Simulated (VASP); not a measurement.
# Ni3GeC (Pm-3m) in VASP: further runs

One crystal, Ni3GeC, is run at these levels: PBE; tasks: single point.

Everything below comes from runs of VASP 6.6.1. Logs are shortened: lines on timing, memory, paths and dates and some standing lists are left out, and cuts for length are marked.

**1. The crystal as given**

Symmetry: Pm-3m, No. 221, cubic system. Conventional cell: a = 3.809 Å, b = 3.809 Å, c = 3.809 Å, α = 90.00°, β = 90.00°, γ = 90.00°. Ge (site symmetry m-3m) has 12 Ni at 2.69 Å as nearest neighbours. Around Ni (site symmetry 4/mmm) lie 2 C at 1.90 Å. C (site symmetry m-3m) is surrounded by 6 Ni at 1.90 Å.

The cell comes from a database or a generator and needn't be the stable form of this composition.

**2. Single point, PBE, collinear spin, ferromagnetic start**

Contents of INCAR:

```
  ALGO = Normal
  EDIFF = 1E-7
  ENCUT = 520
  GGA = PE
  ISIF = 2
  ISMEAR = 0
  ISPIN = 2
  LASPH = True
  LCHARG = False
  LMAXMIX = 4
  LORBIT = 11
  LREAL = False
  LWAVE = False
  MAGMOM = 0 1 1 1 0
  NBANDS = 36
  NELM = 100
  PREC = Accurate
  SIGMA = 0.1
```

Contents of KPOINTS:

```
k-points
0
Gamma
  7 7 7
```

Contents of POSCAR:

```
Ni3GeC
1.0
    3.8087090000      0.0000000000      0.0000000000
    0.0000000000      3.8087090000      0.0000000000
    0.0000000000      0.0000000000      3.8087090000
Ge Ni C
1 3 1
Direct
    0.0000000000      0.0000000000      0.0000000000
    0.5000000000      0.0000000000      0.5000000000
    0.5000000000      0.5000000000      0.0000000000
    0.0000000000      0.5000000000      0.5000000000
    0.5000000000      0.5000000000      0.5000000000
```

Potentials or basis: VASP PAW PBE potentials, release 54 (Ge_d, Ni, C).

The run is started by

```sh
cat potpaw_PBE.54/Ge_d/POTCAR potpaw_PBE.54/Ni/POTCAR potpaw_PBE.54/C/POTCAR > POTCAR
mpirun -np 1 vasp_std > vasp.out
```

OUTCAR:

```text
EDIFF = 1E-7
   ENCUT = 520
   GGA = PE
   ISIF = 2
   ISMEAR = 0
   ISPIN = 2
   LASPH = True
   LORBIT = 11
   LREAL = False
   NELM = 100
   PREC = Accurate

 ion  position               nearest neighbor table
   1  0.000  0.000  0.000-   2 2.69   3 2.69   4 2.69   2 2.69   4 2.69   3 2.69   4 2.69   4 2.69
                             2 2.69   3 2.69   2 2.69   3 2.69
   2  0.500  0.000  0.500-   5 1.90   5 1.90   4 2.69   1 2.69   1 2.69   3 2.69   3 2.69   4 2.69
                             3 2.69   3 2.69   1 2.69   4 2.69   1 2.69   4 2.69
   3  0.500  0.500  0.000-   5 1.90   5 1.90   4 2.69   1 2.69   2 2.69   4 2.69   2 2.69   1 2.69
                             2 2.69   2 2.69   1 2.69   4 2.69   4 2.69   1 2.69
   4  0.000  0.500  0.500-   5 1.90   5 1.90   3 2.69   1 2.69   1 2.69   3 2.69   1 2.69   2 2.69
                             1 2.69   2 2.69   3 2.69   2 2.69   3 2.69   2 2.69
   5  0.500  0.500  0.500-   2 1.90   3 1.90   4 1.90   3 1.90   2 1.90   4 1.90

  LATTYP: Found a simple cubic cell.
 ALAT       =     3.8087090000

  Lattice vectors:

 A1 = (   3.8087090000,   0.0000000000,   0.0000000000)
 A2 = (   0.0000000000,   3.8087090000,   0.0000000000)
 A3 = (   0.0000000000,   0.0000000000,   3.8087090000)

Analysis of symmetry for initial positions (statically):
=====================================================================
 Subroutine PRICEL returns:
 Original cell was already a primitive cell.

 Routine SETGRP: Setting up the symmetry group for a
 simple cubic supercell.

 Subroutine GETGRP returns: Found 48 space group operations
 (whereof 48 operations were pure point group operations)
 out of a pool of 48 trial point group operations.

The static configuration has the point symmetry O_h .

Analysis of symmetry for dynamics (positions and initial velocities):
=====================================================================
 Subroutine PRICEL returns:
 Original cell was already a primitive cell.

 Routine SETGRP: Setting up the symmetry group for a
 simple cubic supercell.

 Subroutine GETGRP returns: Found 48 space group operations
 (whereof 48 operations were pure point group operations)
 out of a pool of 48 trial point group operations.

The dynamic configuration has the point symmetry O_h .

Analysis of structural, dynamic, and magnetic symmetry:
=====================================================================
 Subroutine PRICEL returns:
 Original cell was already a primitive cell.

 Routine SETGRP: Setting up the symmetry group for a
 simple cubic supercell.

 Subroutine GETGRP returns: Found 48 space group operations
 (whereof 48 operations were pure point group operations)
 out of a pool of 48 trial point group operations.

The overall configuration has the point symmetry O_h .

 Subroutine INISYM returns: Found 48 space group operations
 (whereof 48 operations are pure point group operations),
 and found     1 'primitive' translations

----------------------------------------------------------------------------------------

                                     Primitive cell

  volume of cell :      55.2501

  direct lattice vectors                    reciprocal lattice vectors
     3.808709000  0.000000000  0.000000000     0.262556157  0.000000000  0.000000000
     0.000000000  3.808709000  0.000000000     0.000000000  0.262556157  0.000000000
     0.000000000  0.000000000  3.808709000     0.000000000  0.000000000  0.262556157

  length of vectors
     3.808709000  3.808709000  3.808709000     0.262556157  0.262556157  0.262556157

  position of ions in fractional coordinates (direct lattice)
     0.000000000  0.000000000  0.000000000
     0.500000000  0.000000000  0.500000000
     0.500000000  0.500000000  0.000000000
     0.000000000  0.500000000  0.500000000
     0.500000000  0.500000000  0.500000000

  ion indices of the primitive-cell ions
   primitive index   ion index
                 1           1
                 2           2
                 3           3
                 4           4
                 5           5

----------------------------------------------------------------------------------------

 KPOINTS: k-points
[... 30 lines left out ...]
  0.285714  0.142857  0.000000     24.000000
[... 12 lines left out ...]
  0.428571  0.428571  0.285714     24.000000
  0.428571  0.428571  0.428571      8.000000
   k-points           NKPTS =     20   k-points in BZ     NKDIM =     20   number of bands    NBANDS=     36
   number of dos      NEDOS =    301   number of ions     NIONS =      5
   total plane-waves  NPLWV =  21952
   dimension x,y,z NGX =    28 NGY =   28 NGZ =   28
   dimension x,y,z NGXF=    56 NGYF=   56 NGZF=   56
   ions per type =               1   3   1
   NGX,Y,Z   is equivalent  to a cutoff of  12.22, 12.22, 12.22 a.u.
   NGXF,Y,Z  is equivalent  to a cutoff of  24.44, 24.44, 24.44 a.u.
 SYSTEM =  unknown system
   PREC   = accura    normal or accurate (medium, high low for compatibility)
   ISTART =      0    job   : 0-new  1-cont  2-samecut
   ICHARG =      2    charge: 1-file 2-atom 10-const
   ISPIN  =      2    spin polarized calculation?
   LNONCOLLINEAR =      F non collinear calculations
   LSORBIT =      F    spin-orbit coupling
   LASPH  =      T    aspherical Exc in radial PAW
   ENCUT  =  520.0 eV  38.22 Ry    6.18 a.u.   7.08  7.08  7.08*2*pi/ulx,y,z
   NELM   =    100;   NELMIN=  2; NELMDL= -5     # of ELM steps
   EDIFF  = 0.1E-06   stopping-criterion for ELM
   LREAL  =      F    real-space projection
   EDIFFG = 0.1E-05   stopping-criterion for IOM
   NSW    =      0    number of steps for IOM
   IBRION =     -1    ionic relax: 0-MD 1-quasi-New 2-CG
   NFREE  =      0    steps in history (QN), initial steepest desc. (CG)
   ISIF   =      2    stress and relaxation
   ISYM   =      2    0-nonsym 1-usesym 2-fastsym
   POTIM  = 0.5000    time-step for ionic-motion
   TEBEG  =    0.0;   TEEND  =   0.0 temperature during run
   PSTRESS=    0.0 pullay stress
   NELECT =      48.0000    total number of electrons
   NUPDOWN=      -1.0000    fix difference up-down
   EMIN   =  10.00;   EMAX   =-10.00  energy-range for DOS
   EFERMI =   0.00;   METHOD = LEGACY
   ISMEAR =     0;   SIGMA  =   0.10  broadening in eV -4-tet -1-fermi 0-gaus
   EFERMI_NEDOS =   21; number of points for ismear=-14 and -15
   IALGO  =     38    algorithm
   IMIX   =      4    mixing-type and parameters
     AMIX     =   0.40;   BMIX     =  1.00
     AMIX_MAG =   1.60;   BMIX_MAG =  1.00
  volume/ion in A,a.u.               =      11.05        74.57
  Fermi-wavevector in a.u.,A,eV,Ry     =   1.562107  2.951954 33.200642  2.440178
  Thomas-Fermi vector in A             =   2.665074
   LORBIT       =     11    0 simple, 1 ext, 2 COOP (PROOUT), +10 PAW based schemes
   GGA     = PE    functional components
   LHFCALC =     F    Hartree Fock is set to
   AEXX    =    0.0000 exact exchange contribution
   IVDW    =     0    specifies the selected vdW correction
   LEPSILON=     F    determine dielectric tensor
   LRPA    =     F    only Hartree local field effects (RPA)
 spin polarized calculation
 Gauss-broadening in eV      SIGMA  =   0.10
  energy-cutoff  :      520.00
  volume of cell :       55.25
 maximum number of plane-waves:      1503
   NGX = 15   NGY = 15   NGZ = 15

 number of electron      48.0000048 magnetization       0.0001273

 number of electron      48.0000048 magnetization      -0.0000100

 Free energy of the ion-electron system (eV)
  ---------------------------------------------------
  ext. energy  EPLUGINS =         0.00000000
  ---------------------------------------------------
  free energy    TOTEN  =       -29.73484202 eV

  energy without entropy =      -29.72001299  energy(sigma->0) =      -29.72742750

 E-fermi :   9.2443     XC(G=0): -12.8152

 val. band max:        9.2440186758   @ k =   0.4286   0.2857   0.2857
 cond. band min:       9.3548350582   @ k =   0.2857   0.1429   0.0000
 fundamental gap:      0.1108163823
 Fermi energy:         9.2443116995

 spin component 1

 k-point     1 :       0.0000    0.0000    0.0000
  band No.  band energies     occupation
      1     -15.6913      1.00000
      2     -15.6913      1.00000
      3     -15.6881      1.00000
      4     -15.6881      1.00000
      5     -15.6881      1.00000
      6      -4.8434      1.00000
[... 769 lines left out ...]
     35      22.4740      0.00000
     36      25.2894      0.00000
 Fermi energy:         9.2443116995

 spin component 2

 k-point     1 :       0.0000    0.0000    0.0000
  band No.  band energies     occupation
      1     -15.6913      1.00000
      2     -15.6913      1.00000
      3     -15.6881      1.00000
      4     -15.6881      1.00000
      5     -15.6881      1.00000
      6      -4.8434      1.00000
[... 769 lines left out ...]
     35      22.4740      0.00000
     36      25.2894      0.00000

------------------------ aborting loop because EDIFF is reached ----------------------------------------

  FORCE on cell =-STRESS in cart. coord.  units (eV):
  Direction    XX          YY          ZZ          XY          YZ          ZX
  --------------------------------------------------------------------------------------
  -------------------------------------------------------------------------------------
  Total        0.2479385      0.2479385      0.2479385      0.0000000     -0.0000000      0.0000000
  in kB        7.1898731      7.1898731      7.1898731      0.0000000     -0.0000000      0.0000000
  external PRESSURE =       7.1898731 kB  Pullay stress =       0.0000000 kB

 VOLUME and BASIS-vectors are now :
 -----------------------------------------------------------------------------
  energy-cutoff  :      520.00
  volume of cell :       55.25
      direct lattice vectors                 reciprocal lattice vectors
     3.808709000  0.000000000  0.000000000     0.262556157  0.000000000  0.000000000
     0.000000000  3.808709000  0.000000000     0.000000000  0.262556157  0.000000000
     0.000000000  0.000000000  3.808709000     0.000000000  0.000000000  0.262556157

 POSITION                                       TOTAL-FORCE (eV/Angst)
 -----------------------------------------------------------------------------------
      0.00000      0.00000      0.00000         0.000000      0.000000      0.000000
      1.90435      0.00000      1.90435         0.000000      0.000000      0.000000
      1.90435      1.90435      0.00000         0.000000      0.000000      0.000000
      0.00000      1.90435      1.90435         0.000000      0.000000      0.000000
      1.90435      1.90435      1.90435         0.000000      0.000000      0.000000
 -----------------------------------------------------------------------------------
    total drift:                                0.000000      0.000000      0.000000

  FREE ENERGIE OF THE ION-ELECTRON SYSTEM (eV)
  ---------------------------------------------------
  free  energy   TOTEN  =       -29.7348420158 eV

  energy  without entropy=      -29.7200129883  energy(sigma->0) =      -29.72742750

 total charge

# of ion       s       p       d       tot
------------------------------------------
    1        1.144   1.034  10.050  12.228
    2        0.436   0.570   8.474   9.480
    3        0.436   0.570   8.474   9.480
    4        0.436   0.570   8.474   9.480
    5        0.880   1.533   0.000   2.413
--------------------------------------------------
tot          3.332   4.277  35.473  43.081

 magnetization (x)

# of ion       s       p       d       tot
------------------------------------------
    1       -0.000  -0.000  -0.000  -0.000
    2        0.000   0.000  -0.000  -0.000
    3        0.000   0.000  -0.000  -0.000
    4        0.000   0.000  -0.000  -0.000
    5        0.000  -0.000   0.000  -0.000
--------------------------------------------------
tot          0.000  -0.000  -0.000  -0.000
```

Wall time 74 s (1 thread of Intel Xeon Platinum 8259CL at 2.50GHz (Skylake/Cascade Lake), shared host); peak memory 0.21 GiB.

Results:

```yaml
Free_energy: -29.7348 eV
Pressure: 0.7 GPa
Band_gap_on_the_k_mesh: none (metal or under the smearing width)
Net_moment: 0.00 μB per cell
Valence_electrons_inside_the_program's_atomic_spheres: Ge 12.23; Ni 9.48; C 2.41
```

Levels at points of the mesh, in eV from the Fermi level:
Spin up:
| k point | band 20 | band 21 | band 22 | band 23 | band 24 | band 25 | band 26 | band 27 | band 28 | band 29 |
| --- | --- | --- | --- | --- | --- | --- | --- | --- | --- | --- |
| (0.00, 0.00, 0.00) | -1.59 | -0.92 | -0.92 | -0.92 | -0.65 | 0.52 | 1.52 | 1.52 | 1.52 | 4.72 |
Spin down:
```tsv
k point	band 22	band 23	band 24	band 25	band 26	band 27
(0.00, 0.00, 0.00)	-0.92	-0.92	-0.65	0.52	1.52	1.52
```

**3. Single point, PBE, collinear spin, ferromagnetic start**

Contents of run.py:

```python
from ase.calculators.vasp import Vasp
from ase.dft.bandgap import bandgap
from ase.spacegroup import crystal

atoms = crystal(
    ['Ge', 'Ni', 'C'],
    basis=[[0.0, 0.0, 0.0], [0.5, 0.0, 0.5], [0.5, 0.5, 0.5]],
    spacegroup=221,
    setting=1,
    cellpar=[3.808709, 3.808709, 3.808709, 90.0, 90.0, 90.0],
    primitive_cell=True,
)
atoms.set_initial_magnetic_moments([0.0, 1.0, 1.0, 1.0, 0.0])
calc = Vasp(
    directory='calc',
    xc='pbe',
    pp='PBE',
    setups='recommended',
    pp_version='54',
    prec='Accurate',
    encut=520,
    ediff=1e-06,
    ismear=0,
    sigma=0.1,
    lreal=False,
    lasph=True,
    nelm=120,
    algo='Normal',
    isif=2,
    lwave=False,
    lcharg=True,
    ispin=2,
    lorbit=11,
    lmaxmix=4,
    lelf=True,
    lvhar=True,
    kpts=[7, 7, 7],
    gamma=True,
)
atoms.calc = calc

print('energy (eV):', atoms.get_potential_energy())
print('free energy (eV):', atoms.get_potential_energy(force_consistent=True))
print('forces (eV/A):')
print(atoms.get_forces())
print('stress (eV/A^3, Voigt):', atoms.get_stress())
print('Fermi level (eV):', calc.get_fermi_level())
print('moment (muB):', atoms.get_magnetic_moment())
print('site moments (muB):', atoms.get_magnetic_moments())
gap, top, bottom = bandgap(calc)
print('band gap (eV):', gap, 'from (spin, k, band)', top, 'to', bottom)
```

Potentials or basis: VASP PAW PBE potentials, release 54 (Ge_d, Ni, C).

The run is started by

```sh
python run.py
```

Standard output:

```text
energy (eV): -29.72743146
free energy (eV): -29.73484314
forces (eV/A):
[[0. 0. 0.]
 [0. 0. 0.]
 [0. 0. 0.]
 [0. 0. 0.]
 [0. 0. 0.]]
stress (eV/A^3, Voigt): [-0.00545 -0.00545 -0.00545 -0.      -0.      -0.     ]
Fermi level (eV): 9.24399548
moment (muB): 0.0008503
site moments (muB): [-0.  0.  0.  0. -0.]
band gap (eV): 0.0 from (spin, k, band) (None, None, None) to (None, None, None)
```

OUTCAR:

```text
ENCUT = 520.000000
   EDIFF = 1.00e-06
   GGA = PE
   PREC = Accurate
   ISIF = 2
   ISMEAR = 0
   ISPIN = 2
[... 1589 lines left out ...]
    2        0.436   0.570   8.474   9.480
    3        0.436   0.570   8.474   9.480
    4        0.436   0.570   8.474   9.480
    5        0.880   1.533   0.000   2.412
--------------------------------------------------
tot          3.332   4.277  35.473  43.081

 magnetization (x)

# of ion       s       p       d       tot
------------------------------------------
    1        0.000  -0.000   0.000  -0.000
    2        0.000   0.000   0.000   0.000
    3        0.000   0.000   0.000   0.000
    4        0.000   0.000   0.000   0.000
    5       -0.000  -0.000   0.000  -0.000
--------------------------------------------------
tot          0.000  -0.000   0.000   0.000
```

INCAR:

```text
ENCUT = 520.000000
SIGMA = 0.100000
EDIFF = 1.00e-06
ALGO = Normal
GGA = PE
PREC = Accurate
ISIF = 2
ISMEAR = 0
ISPIN = 2
LMAXMIX = 4
LORBIT = 11
NELM = 120
LASPH = .TRUE.
LCHARG = .TRUE.
LELF = .TRUE.
LVHAR = .TRUE.
LWAVE = .FALSE.
LREAL = .FALSE.
MAGMOM = 1*0.0000 3*1.0000 1*0.0000
```

Wall time 60 s (1 thread of Intel Xeon Platinum 8259CL at 2.50GHz (Skylake/Cascade Lake), shared host); peak memory 0.21 GiB.

What came out:

* Free energy: -29.7348 eV
* Pressure: 0.9 GPa
* Band gap on the k mesh: none (metal or under the smearing width)
* Net moment: 0.00 μB per cell
* Valence electrons inside the program's atomic spheres: Ge 12.23; Ni 9.48; C 2.41

**4. The reference run**

An earlier run on the cell as given: functional PBE; potentials or basis VASP PAW PBE potentials, release 64 (Ge_d, Ni, C); cutoff 520 eV; k mesh 7 × 7 × 7; occupations fermi-dirac, width 0.05 eV; collinear spin, ferromagnetic start; starting moments [0.0, 1.0, 1.0, 1.0, 0.0] μB.

* Pressure: 0.8 GPa
* Band gap on the k mesh: none (metal or under the smearing width)
* Net moment: 0.00 μB per cell
* Valence electrons inside the program's atomic spheres: Ge 12.23; Ni 9.48; C 2.41
